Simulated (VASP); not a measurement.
These are PBE GGA with D3 dispersion (Becke-Johnson damping), VASP's PBE PAW potentials (set 64) (plane waves; VASP) values and carry that method's errors.

VASP ran on this input.

File KPOINTS:
```
kpoints
0
Gamma
13 13 7
```

INCAR:
```
# general
SYSTEM  = Zr
PREC    = Accurate
ENCUT   = 520
LREAL   = .False.
LASPH   = .True.

# electronic loop
EDIFF   = 1E-7
NELM    = 100
ALGO    = Normal
LMAXMIX = 4

# smearing
ISMEAR  = 1
SIGMA   = 0.1

# functional
GGA     = PE
IVDW    = 12

# ions
IBRION  = 2
NSW     = 30
ISIF    = 4
EDIFFG  = -0.01

# output
LWAVE   = .False.
LCHARG  = .False.
```

POSCAR:
```
Zr
1
    1.6054561565    -2.7807315802     0.0000000000
    1.6054561565     2.7807315802     0.0000000000
    0.0000000000     0.0000000000     5.1759808886
Zr
2
Direct
  0.3333330000   0.6666670000   0.2500000000
  0.6666670000   0.3333330000   0.7500000000
```

POTCAR, in this order: Zr_sv (PBE.64 set). Program: vasp_std.

What VASP printed:

OUTCAR:
```
 ion  position               nearest neighbor table
   1  0.333  0.667  0.250-   2 3.18   2 3.18   2 3.18   2 3.18   2 3.18   2 3.18
   2  0.667  0.333  0.750-   1 3.18   1 3.18   1 3.18   1 3.18   1 3.18   1 3.18
  LATTYP: Found a hexagonal cell.
 ALAT       =     3.2109122678
 C/A-ratio  =     1.6119969831
 Subroutine PRICEL returns:
 Original cell was already a primitive cell.
 Subroutine GETGRP returns: Found 24 space group operations
The static configuration has the point symmetry D_3d.
 The point group associated with its full space group is D_6h.
The dynamic configuration has the point symmetry D_3d.
 Subroutine INISYM returns: Found 24 space group operations
 Subroutine IBZKPT returns following result:
 Found     84 irreducible k-points:

 Following reciprocal coordinates:
            Coordinates               Weight
  0.000000  0.000000  0.000000      1.000000
  0.076923 -0.000000  0.000000      6.000000
  0.153846 -0.000000  0.000000      6.000000
  0.230769 -0.000000  0.000000      6.000000
  0.307692 -0.000000  0.000000      6.000000
  0.384615 -0.000000  0.000000      6.000000
  0.461538  0.000000  0.000000      6.000000
  0.076923  0.076923  0.000000      6.000000
  0.153846  0.076923  0.000000     12.000000
  0.230769  0.076923  0.000000     12.000000
  0.307692  0.076923  0.000000     12.000000
  0.384615  0.076923  0.000000     12.000000
  0.461538  0.076923  0.000000      6.000000
  0.153846  0.153846  0.000000      6.000000
  0.230769  0.153846  0.000000     12.000000
  0.307692  0.153846  0.000000     12.000000
  0.384615  0.153846  0.000000     12.000000
  0.230769  0.230769  0.000000      6.000000
  0.307692  0.230769  0.000000     12.000000
  0.384615  0.230769  0.000000      6.000000
  0.307692  0.307692  0.000000      6.000000
  0.000000  0.000000  0.142857      2.000000
  0.076923 -0.000000  0.142857     12.000000
  0.153846 -0.000000  0.142857     12.000000
  0.230769 -0.000000  0.142857     12.000000
  0.307692 -0.000000  0.142857     12.000000
  0.384615 -0.000000  0.142857     12.000000
  0.461538  0.000000  0.142857     12.000000
  0.076923  0.076923  0.142857     12.000000
  0.153846  0.076923  0.142857     24.000000
  0.230769  0.076923  0.142857     24.000000
  0.307692  0.076923  0.142857     24.000000
  0.384615  0.076923  0.142857     24.000000
  0.461538  0.076923  0.142857     12.000000
  0.153846  0.153846  0.142857     12.000000
  0.230769  0.153846  0.142857     24.000000
  0.307692  0.153846  0.142857     24.000000
  0.384615  0.153846  0.142857     24.000000
  0.230769  0.230769  0.142857     12.000000
  0.307692  0.230769  0.142857     24.000000
   k-points           NKPTS =     84   k-points in BZ     NKDIM =     84   number of bands    NBANDS=     16
   number of dos      NEDOS =    301   number of ions     NIONS =      2
   total plane-waves  NPLWV =  23040
   dimension x,y,z NGX =    24 NGY =   24 NGZ =   40
   dimension x,y,z NGXF=    48 NGYF=   48 NGZF=   80
   ions per type =               2
   PREC   = accura    normal or accurate (medium, high low for compatibility)
   ISTART =      0    job   : 0-new  1-cont  2-samecut
   ICHARG =      2    charge: 1-file 2-atom 10-const
   ISPIN  =      1    spin polarized calculation?
   LNONCOLLINEAR =      F non collinear calculations
   LSORBIT =      F    spin-orbit coupling
   INIWAV =      1    electr: 0-lowe 1-rand  2-diag
   ENCUT  =  520.0 eV  38.22 Ry    6.18 a.u.   5.97  5.97  9.62*2*pi/ulx,y,z
   NELM   =    100;   NELMIN=  2; NELMDL= -5     # of ELM steps
   EDIFF  = 0.1E-06   stopping-criterion for ELM
   LREAL  =      F    real-space projection
...
```

**OSZICAR**
```
       N       E                     dE             d eps       ncg     rms          rms(c)
DAV:   1     0.218046061783E+03    0.21805E+03   -0.13724E+04  2688   0.149E+03
DAV:   2    -0.279584492579E+01   -0.22084E+03   -0.21867E+03  3376   0.413E+02
DAV:   3    -0.174250932615E+02   -0.14629E+02   -0.14511E+02  5080   0.795E+01
DAV:   4    -0.177260537993E+02   -0.30096E+00   -0.30046E+00  2896   0.124E+01
DAV:   5    -0.177353412981E+02   -0.92875E-02   -0.92866E-02  4344   0.144E+00    0.145E+01
DAV:   6    -0.171455467249E+02    0.58979E+00   -0.94384E-01  2768   0.864E+00    0.575E+00
DAV:   7    -0.170310735093E+02    0.11447E+00   -0.62433E-01  3904   0.611E+00    0.113E+00
DAV:   8    -0.170369901750E+02   -0.59167E-02   -0.38833E-02  3456   0.169E+00    0.290E-01
DAV:   9    -0.170372471971E+02   -0.25702E-03   -0.18622E-03  3368   0.464E-01    0.359E-02
DAV:  10    -0.170372020930E+02    0.45104E-04   -0.49185E-05  3984   0.471E-02    0.233E-02
DAV:  11    -0.170372029526E+02   -0.85965E-06   -0.10981E-05  3000   0.429E-02    0.374E-03
DAV:  12    -0.170372028693E+02    0.83327E-07   -0.38251E-07  3104   0.473E-03
   1 F= -.18102029E+02 E0= -.18102056E+02  d E =-.181020E+02
```

### OUTCAR
```
------------------------ aborting loop because EDIFF is reached ----------------------------------------
 Edisp (eV)   -1.06483
  FORCE on cell =-STRESS in cart. coord.  units (eV):
  Direction    XX          YY          ZZ          XY          YZ          ZX
  --------------------------------------------------------------------------------------
  Total      -0.77419    -0.77419    -0.78989     0.00000     0.00000     0.00000
  in kB     -26.83958   -26.83958   -27.38397     0.00000     0.00000     0.00000
  external pressure =      -27.02 kB  Pullay stress =        0.00 kB
  volume of cell :       46.21
      direct lattice vectors                 reciprocal lattice vectors
     1.605456157 -2.780731580  0.000000000     0.311437966 -0.179808797  0.000000000
     1.605456157  2.780731580  0.000000000     0.311437966  0.179808797  0.000000000
     0.000000000  0.000000000  5.175980889     0.000000000  0.000000000  0.193200095
 POSITION                                       TOTAL-FORCE (eV/Angst)
 -----------------------------------------------------------------------------------
      1.60546      0.92691      1.29400        -0.000000      0.000000      0.000000
      1.60546     -0.92691      3.88199         0.000000      0.000000      0.000000
 -----------------------------------------------------------------------------------
    total drift:                                0.000140      0.001128     -0.000019
  FREE ENERGIE OF THE ION-ELECTRON SYSTEM (eV)
  ---------------------------------------------------
  free  energy   TOTEN  =       -18.1020293281 eV

  energy  without entropy=      -18.1021099904  energy(sigma->0) =      -18.10205622

 reached required accuracy - stopping structural energy minimisation
```
(Selected blocks of OUTCAR.)

The compound is Zr in the hcp structure. This cell is one point of a volume scan, at 1.03 of the reference volume.
